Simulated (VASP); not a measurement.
Set up this calculation in VASP 6.6.1, as the native input.

| Item | Value |
| --- | --- |
| Task | relaxation of cell and atoms |
| Functional | RPBE |
| Potentials or basis | VASP PAW PBE potentials, release 64 (B, Au) |
| Cutoff | 600 eV |
| k mesh | 9 × 9 × 9 |
| Occupations | gaussian, width 0.05 eV |
| Spin | no spin polarisation |
| Further INCAR settings | ALGO = Normal; EDIFF = 1e-06; IBRION = 2; EDIFFG = -0.005; NSW = 40; ISIF = 3 |

The structure of BAu lies in POSCAR:

```
BAu
1.0
    3.2368600000      0.0000000000      0.0000000000
   -1.6184300000      2.8032000000      0.0000000000
    0.0000000000      0.0000000000      2.8493500000
B Au
1 1
Direct
    0.0000000000      0.0000000000      0.0000000000
    0.3333300000      0.6666700000      0.5000000000
```

The cell was built by a generator and needn't be a form met in nature.

The input as run:

INCAR

```
SYSTEM = BAu
PREC = Accurate
ENCUT = 600
EDIFF = 1E-6
ISMEAR = 0
SIGMA = 0.05
LREAL = .False.
LASPH = .True.
NELM = 80
ALGO = Normal
ISIF = 3
LWAVE = .False.
LCHARG = .False.
GGA = RP
IBRION = 2
NSW = 40
EDIFFG = -0.005
```

KPOINTS

```
Automatic mesh
0
Gamma
  9 9 9
  0 0 0
```

Potentials or basis: VASP PAW PBE potentials, release 64 (B, Au).

The run is started by

```bash
$ cat potpaw_PBE.64/B/POTCAR potpaw_PBE.64/Au/POTCAR > POTCAR
$ mpirun -np 1 vasp_std > vasp.out
```

Results of the run:

- Relaxed volume: 13.17 Å³/atom
- Relaxed cell: a = 3.260 Å, b = 3.260 Å, c = 2.862 Å, α = 90.00°, β = 90.00°, γ = 120.00°
- Space group after relaxing (to 0.05 Å): P-6m2 (No. 187)
- Energy gained by relaxing: 2.2 meV/atom
- Ionic steps: 6
- Pressure after relaxing: -0.1 GPa
- Band gap on the k mesh: none (metal or under the smearing width)

Caveat: the PAW data sets were made with another functional, which shifts forces and pressure a little.

Run time: 2.7 min on 1 thread of Intel(R) Xeon(R) Platinum 8375C CPU @ 2.90GHz (Ice Lake), with other jobs on the host, peak memory 0.19 GiB.
